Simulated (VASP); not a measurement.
The system is Sn.

```
Sn
1.0
     0.00000    3.23334    3.23334
     3.23334    0.00000    3.23334
     3.23334    3.23334    0.00000
Sn
2
Direct
  0.00000 0.00000 0.00000
  0.25000 0.25000 0.25000
```

This isn't the form of Sn at room conditions, which is tetragonal (white tin).

- Program: VASP 6.6.1
- Task: relaxation of cell and atoms
- Functional: AM05
- Potentials or basis: VASP PAW PBE potentials, release 64 (Sn_d)
- Cutoff: 600 eV
- k mesh: 10 × 10 × 10
- Occupations: gaussian, width 0.03 eV
- Spin: no spin polarisation

At the start: pressure 1.8 GPa; volume 33.80 Å³/atom.

Where does the relaxation end?

Over 3 steps the energy falls by 7.7 meV/atom and the volume is 35.21 Å³/atom (+4.2 %); space group Fd-3m (No. 227, to 0.05 Å).

The path:
| step | energy change (eV) | largest force (eV/Å) | pressure (GPa) | volume (Å³) |
| --- | --- | --- | --- | --- |
| 1 | 0.0000 | 0.0000 | 1.82 | 67.61 |
| 2 | -0.0136 | 0.0000 | -0.54 | 71.43 |
| 3 | -0.0153 | 0.0000 | -0.02 | 70.42 |

Final structure:
```
Sn
1.0
     0.00000    3.27764    3.27764
     3.27764    0.00000    3.27764
     3.27764    3.27764    0.00000
Sn
2
Direct
  0.00000 0.00000 0.00000
  0.25000 0.25000 0.25000
```

Caveat: the PAW data sets were made with another functional, which shifts forces and pressure a little.
